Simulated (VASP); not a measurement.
# RbW2 (P-3m1) in VASP: notebook

The runs below take RbW2 through single point, relaxation of cell and atoms, with PBE.

All numbers are computed with VASP 6.6.1; they aren't measurements. Logs are shortened: lines on timing, memory, paths and dates and some standing lists are left out, and cuts for length are marked.

## Step 1: The crystal as given

The structure is trigonal, space group P-3m1 (No. 164). The conventional cell has a = 4.046 Å, b = 4.046 Å, c = 8.564 Å, α = 90.00°, β = 90.00°, γ = 120.00°. Rb (site symmetry -3m) is surrounded by 6 W at 3.94 Å and 6 Rb at 4.05 Å. Around W (site symmetry 3m) lie 3 W at 3.23 Å.

The cell was built by a generator and needn't be a form met in nature.

## Step 2: Single point, PBE

INCAR

```
SYSTEM = RbW2
  PREC = Accurate
  ENCUT = 520
  EDIFF = 1E-7
  ISMEAR = 0
  SIGMA = 0.1
  LREAL = .False.
  LASPH = .True.
  NELM = 100
  ALGO = Normal
  ISIF = 2
  LWAVE = .False.
  LCHARG = .False.
  GGA = PE
  NBANDS = 26
```

KPOINTS

```
regular mesh
0
Gamma
  6 6 2
  0 0 0
```

POSCAR

```
RbW2
1.0
    4.0460034800      0.0000000000      0.0000000000
   -2.0230017400      3.5039418000      0.0000000000
    0.0000000000      0.0000000000      8.5637767100
Rb W
1 2
Direct
    0.0000000000      0.0000000000      0.5000000000
    0.3333333300      0.6666666700      0.8700747400
    0.6666666700      0.3333333300      0.1299252600
```

Potentials or basis: VASP PAW PBE potentials, release 64 (Rb_sv, W_sv).

The run is started by

```console
$ cat potpaw_PBE.64/Rb_sv/POTCAR potpaw_PBE.64/W_sv/POTCAR > POTCAR
$ mpirun -np 1 vasp_std > vasp.out
```

OUTCAR:

```text
SYSTEM = RbW2
   PREC = Accurate
   ENCUT = 520
   EDIFF = 1E-7
   ISMEAR = 0
   LREAL = .False.
   LASPH = .True.
   NELM = 100
   ISIF = 2
   GGA = PE

 ion  position               nearest neighbor table
   1  0.000  0.000  0.500-   2 3.94   3 3.94   3 3.94   2 3.94   3 3.94   2 3.94
   2  0.333  0.667  0.870-   3 3.23   3 3.23   3 3.23   1 3.94   1 3.94   1 3.94
   3  0.667  0.333  0.130-   2 3.23   2 3.23   2 3.23   1 3.94   1 3.94   1 3.94

  LATTYP: Found a hexagonal cell.
 ALAT       =     4.0460034800
 C/A-ratio  =     2.1166014197

  Lattice vectors:

 A1 = (   4.0460034800,   0.0000000000,   0.0000000000)
 A2 = (  -2.0230017400,   3.5039418000,   0.0000000000)
 A3 = (   0.0000000000,   0.0000000000,   8.5637767100)

Analysis of symmetry for initial positions (statically):
=====================================================================
 Subroutine PRICEL returns:
 Original cell was already a primitive cell.

 Routine SETGRP: Setting up the symmetry group for a
 hexagonal supercell.

 Subroutine GETGRP returns: Found 12 space group operations
 (whereof 12 operations were pure point group operations)
 out of a pool of 24 trial point group operations.

The static configuration has the point symmetry D_3d.

Analysis of symmetry for dynamics (positions and initial velocities):
=====================================================================
 Subroutine PRICEL returns:
 Original cell was already a primitive cell.

 Routine SETGRP: Setting up the symmetry group for a
 hexagonal supercell.

 Subroutine GETGRP returns: Found 12 space group operations
 (whereof 12 operations were pure point group operations)
 out of a pool of 24 trial point group operations.

The dynamic configuration has the point symmetry D_3d.

 Subroutine INISYM returns: Found 12 space group operations
 (whereof 12 operations are pure point group operations),
 and found     1 'primitive' translations

----------------------------------------------------------------------------------------

                                     Primitive cell

  volume of cell :     121.4083

  direct lattice vectors                    reciprocal lattice vectors
     4.046003480  0.000000000  0.000000000     0.247157474  0.142696434  0.000000000
    -2.023001740  3.503941800  0.000000000     0.000000000  0.285392868  0.000000000
     0.000000000  0.000000000  8.563776710     0.000000000  0.000000000  0.116770910

  length of vectors
     4.046003480  4.046003482  8.563776710     0.285392868  0.285392868  0.116770910

  position of ions in fractional coordinates (direct lattice)
     0.000000000  0.000000000  0.500000000
     0.333333330  0.666666670  0.870074740
     0.666666670  0.333333330  0.129925260

  ion indices of the primitive-cell ions
   primitive index   ion index
                 1           1
                 2           2
                 3           3

----------------------------------------------------------------------------------------

 KPOINTS: regular mesh

Automatic generation of k-mesh.
 Grid dimensions read from file:
 generate k-points for:    6    6    2

 Generating k-lattice:

  Cartesian coordinates                     Fractional coordinates (reciprocal lattice)
     0.041192912  0.023782739  0.000000000     0.166666667 -0.000000000  0.000000000
     0.000000000  0.047565478  0.000000000     0.000000000  0.166666667  0.000000000
     0.000000000  0.000000000  0.058385455     0.000000000  0.000000000  0.500000000

  Length of vectors
     0.047565478  0.047565478  0.058385455

  Shift w.r.t. Gamma in fractional coordinates (k-lattice)
     0.000000000  0.000000000  0.000000000

 Subroutine IBZKPT returns following result:
 ===========================================

 Found     14 irreducible k-points:

 Following reciprocal coordinates:
            Coordinates               Weight
  0.000000  0.000000  0.000000      1.000000
  0.166667  0.000000  0.000000      6.000000
  0.333333  0.000000  0.000000      6.000000
  0.500000  0.000000  0.000000      3.000000
  0.166667  0.166667  0.000000      6.000000
  0.333333  0.166667  0.000000     12.000000
  0.333333  0.333333  0.000000      2.000000
  0.000000  0.000000  0.500000      1.000000
  0.166667  0.000000  0.500000      6.000000
  0.333333  0.000000  0.500000      6.000000
  0.500000  0.000000  0.500000      3.000000
  0.166667  0.166667  0.500000      6.000000
  0.333333  0.166667  0.500000     12.000000
  0.333333  0.333333  0.500000      2.000000
   k-points           NKPTS =     14   k-points in BZ     NKDIM =     14   number of bands    NBANDS=     26
   number of dos      NEDOS =    301   number of ions     NIONS =      3
   total plane-waves  NPLWV =  57600
   dimension x,y,z NGX =    30 NGY =   30 NGZ =   64
   dimension x,y,z NGXF=    60 NGYF=   60 NGZF=  128
   ions per type =               1   2
   NGX,Y,Z   is equivalent  to a cutoff of  12.33, 12.33, 12.42 a.u.
   NGXF,Y,Z  is equivalent  to a cutoff of  24.65, 24.65, 24.85 a.u.
 SYSTEM =  RbW2
   PREC   = accura    normal or accurate (medium, high low for compatibility)
   ISTART =      0    job   : 0-new  1-cont  2-samecut
   ICHARG =      2    charge: 1-file 2-atom 10-const
   ISPIN  =      1    spin polarized calculation?
   LNONCOLLINEAR =      F non collinear calculations
   LSORBIT =      F    spin-orbit coupling
   LASPH  =      T    aspherical Exc in radial PAW
   ENCUT  =  520.0 eV  38.22 Ry    6.18 a.u.   7.52  7.52 15.92*2*pi/ulx,y,z
   NELM   =    100;   NELMIN=  2; NELMDL= -5     # of ELM steps
   EDIFF  = 0.1E-06   stopping-criterion for ELM
   LREAL  =      F    real-space projection
   EDIFFG = 0.1E-05   stopping-criterion for IOM
   NSW    =      0    number of steps for IOM
   IBRION =     -1    ionic relax: 0-MD 1-quasi-New 2-CG
   NFREE  =      0    steps in history (QN), initial steepest desc. (CG)
   ISIF   =      2    stress and relaxation
   ISYM   =      2    0-nonsym 1-usesym 2-fastsym
   POTIM  = 0.5000    time-step for ionic-motion
   TEBEG  =    0.0;   TEEND  =   0.0 temperature during run
   PSTRESS=    0.0 pullay stress
   NELECT =      37.0000    total number of electrons
   NUPDOWN=      -1.0000    fix difference up-down
   EMIN   =  10.00;   EMAX   =-10.00  energy-range for DOS
   EFERMI =   0.00;   METHOD = LEGACY
   ISMEAR =     0;   SIGMA  =   0.10  broadening in eV -4-tet -1-fermi 0-gaus
   EFERMI_NEDOS =   21; number of points for ismear=-14 and -15
   IALGO  =     38    algorithm
   IMIX   =      4    mixing-type and parameters
     AMIX     =   0.40;   BMIX     =  1.00
     AMIX_MAG =   1.60;   BMIX_MAG =  1.00
  volume/ion in A,a.u.               =      40.47       273.10
  Fermi-wavevector in a.u.,A,eV,Ry     =   1.101690  2.081891 16.513663  1.213720
  Thomas-Fermi vector in A             =   2.238121
   LORBIT       =      0    0 simple, 1 ext, 2 COOP (PROOUT), +10 PAW based schemes
   GGA     = PE    functional components
   LHFCALC =     F    Hartree Fock is set to
   AEXX    =    0.0000 exact exchange contribution
   IVDW    =     0    specifies the selected vdW correction
   LEPSILON=     F    determine dielectric tensor
   LRPA    =     F    only Hartree local field effects (RPA)
 non-spin polarized calculation
 Gauss-broadening in eV      SIGMA  =   0.10
  energy-cutoff  :      520.00
  volume of cell :      121.41
 maximum number of plane-waves:      3296
   NGX = 15   NGY = 15   NGZ = 31

 number of electron      37.0000009 magnetization

 Free energy of the ion-electron system (eV)
  ---------------------------------------------------
  ext. energy  EPLUGINS =         0.00000000
  ---------------------------------------------------
  free energy    TOTEN  =       -16.17978458 eV

  energy without entropy =      -16.15775657  energy(sigma->0) =      -16.16877058

 E-fermi :   2.0779     XC(G=0):  -8.4954

 val. band max:        2.0736149597   @ k =   0.1667   0.1667   0.5000
 cond. band min:       2.0865954032   @ k =   0.3333   0.0000   0.5000
 fundamental gap:      0.0129804434
 Fermi energy:         2.0779012496

 k-point     1 :       0.0000    0.0000    0.0000
  band No.  band energies     occupation
      1     -72.6099      2.00000
      2     -72.6014      2.00000
      3     -36.7209      2.00000
      4     -36.7209      2.00000
      5     -36.6770      2.00000
      6     -36.6770      2.00000
[... 18 lines left out ...]
     25       3.3702      0.00000
     26       5.4772      0.00000

 k-point     2 :       0.1667    0.0000    0.0000
  band No.  band energies     occupation
      1     -72.6093      2.00000
      2     -72.6019      2.00000
      3     -36.7249      2.00000
      4     -36.7236      2.00000
      5     -36.6891      2.00000
      6     -36.6761      2.00000
[... 18 lines left out ...]
     25       3.9192      0.00000
     26       6.1142      0.00000

 k-point     3 :       0.3333    0.0000    0.0000
  band No.  band energies     occupation
      1     -72.6079      2.00000
      2     -72.6030      2.00000
      3     -36.7327      2.00000
      4     -36.7287      2.00000
      5     -36.7062      2.00000
      6     -36.6747      2.00000
[... 18 lines left out ...]
     25       4.4009      0.00000
     26       5.1213      0.00000

 k-point     4 :       0.5000    0.0000    0.0000
  band No.  band energies     occupation
      1     -72.6068      2.00000
      2     -72.6040      2.00000
      3     -36.7366      2.00000
      4     -36.7311      2.00000
      5     -36.7134      2.00000
      6     -36.6741      2.00000
[... 18 lines left out ...]
     25       3.5167      0.00000
     26       4.4478      0.00000
[... 206 lines left out ...]
      1     -72.6083      2.00000
      2     -72.6027      2.00000
      3     -36.7299      2.00000
      4     -36.7283      2.00000
      5     -36.7018      2.00000
      6     -36.6757      2.00000
[... 18 lines left out ...]
     25       5.1279      0.00000
     26       5.3689      0.00000

 k-point    13 :       0.3333    0.1667    0.5000
  band No.  band energies     occupation
      1     -72.6068      2.00000
      2     -72.6040      2.00000
      3     -36.7375      2.00000
      4     -36.7289      2.00000
      5     -36.7136      2.00000
      6     -36.6755      2.00000
[... 18 lines left out ...]
     25       4.2401      0.00000
     26       4.5747      0.00000

 k-point    14 :       0.3333    0.3333    0.5000
  band No.  band energies     occupation
      1     -72.6053      2.00000
      2     -72.6053      2.00000
      3     -36.7407      2.00000
      4     -36.7223      2.00000
      5     -36.7223      2.00000
      6     -36.6767      2.00000
[... 18 lines left out ...]
     25       4.8629      0.00000
     26       4.8672      0.00000

------------------------ aborting loop because EDIFF is reached ----------------------------------------

  FORCE on cell =-STRESS in cart. coord.  units (eV):
  Direction    XX          YY          ZZ          XY          YZ          ZX
  --------------------------------------------------------------------------------------
  -------------------------------------------------------------------------------------
  Total      -12.4052768    -12.4052769    -13.0658094     -0.0000000     -0.0000000      0.0000000
  in kB     -163.7074984   -163.7074986   -172.4242829     -0.0000000     -0.0000000      0.0000000
  external PRESSURE =    -166.6130933 kB  Pullay stress =       0.0000000 kB

 VOLUME and BASIS-vectors are now :
 -----------------------------------------------------------------------------
  energy-cutoff  :      520.00
  volume of cell :      121.41
      direct lattice vectors                 reciprocal lattice vectors
     4.046003480  0.000000000  0.000000000     0.247157474  0.142696434  0.000000000
    -2.023001740  3.503941800  0.000000000     0.000000000  0.285392868  0.000000000
     0.000000000  0.000000000  8.563776710     0.000000000  0.000000000  0.116770910

 POSITION                                       TOTAL-FORCE (eV/Angst)
 -----------------------------------------------------------------------------------
      0.00000      0.00000      4.28189         0.000000      0.000000      0.000000
     -0.00000      2.33596      7.45113         0.000000      0.000000      5.684089
      2.02300      1.16798      1.11265        -0.000000     -0.000000     -5.684089
 -----------------------------------------------------------------------------------
    total drift:                               -0.000000      0.000000      0.000000

  FREE ENERGIE OF THE ION-ELECTRON SYSTEM (eV)
  ---------------------------------------------------
  free  energy   TOTEN  =       -16.1797845834 eV

  energy  without entropy=      -16.1577565736  energy(sigma->0) =      -16.16877058
```

Wall time 33 s (1 thread of Intel Xeon Platinum 8488C (Sapphire Rapids), shared host); peak memory 0.24 GiB.

What came out:

- Free energy: -16.1798 eV
- Pressure: -16.7 GPa
- Largest force: 5.684 eV/Å
- Band gap on the k mesh: none (metal or under the smearing width)

Forces in eV/Å, atoms in the order of the input:
```
Rb   0.000  0.000  0.000
W    0.000  0.000  5.684
W    0.000  0.000 -5.684
```

Levels at points of the mesh, in eV from the Fermi level:
```csv
k point,band 16,band 17,band 18,band 19,band 20,band 21
"(0.00, 0.00, 0.00)",-0.86,-0.86,-0.61,-0.61,-0.48,0.71
"(0.50, 0.00, 0.00)",-0.74,-0.60,-0.26,0.38,0.55,0.74
"(0.00, 0.00, 0.50)",-0.84,-0.84,-0.62,-0.62,0.30,0.73
"(0.50, 0.00, 0.50)",-0.76,-0.59,-0.07,0.16,0.76,0.78
```

Caveat: the k mesh is coarse (spacing up to 0.37 Å⁻¹), so the values aren't converged; so large a pressure means that the cell lies far from this level's equilibrium, or that cutoff or potentials fall short; forces of over 1 eV/Å show positions far from the minimum, so gaps and moduli don't describe the material at rest. Spin-orbit coupling is left out, which matters for the levels of W.

(Continued in part 2 of 2.)
